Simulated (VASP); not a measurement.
Input:

```
CELL_PARAMETERS angstrom
      0.00000     1.77910     1.76868
      1.75949     0.00000     1.76868
      1.75949     1.77910     0.00000
ATOMIC_POSITIONS crystal
  C  0.00000 0.00000 0.00000
  C  0.23658 0.26342 0.26342
```

Method: PBE GGA, VASP's PBE PAW potentials (set 64) (plane waves; VASP). Numerical set-up: LREAL = Auto, 520 eV cut-off, 11×11×11 Γ-centred mesh, Gaussian smearing of 0.050 eV, potentials C.

Question: Give the force on each atom (eV/Å).

Answer: 
| atom | Fx | Fy | Fz |
|---|---|---|---|
| C1 | 1.848 | 0.000 | 0.000 |
| C2 | -1.848 | 0.000 | 0.000 |

Question: Give the stress tensor in GPa (positive for a compressed cell).

Answer: 
```
19.11   0.00   0.00
 0.00   9.34  -3.20
 0.00  -3.20  14.99
```
The pressure is its mean diagonal, 14.48 GPa.

The compound is C in the diamond structure. The cell was not relaxed at this level, atoms are displaced from their ideal sites. The run is one of a series of settings (LREAL = Auto against the base run), some of them coarse on purpose.
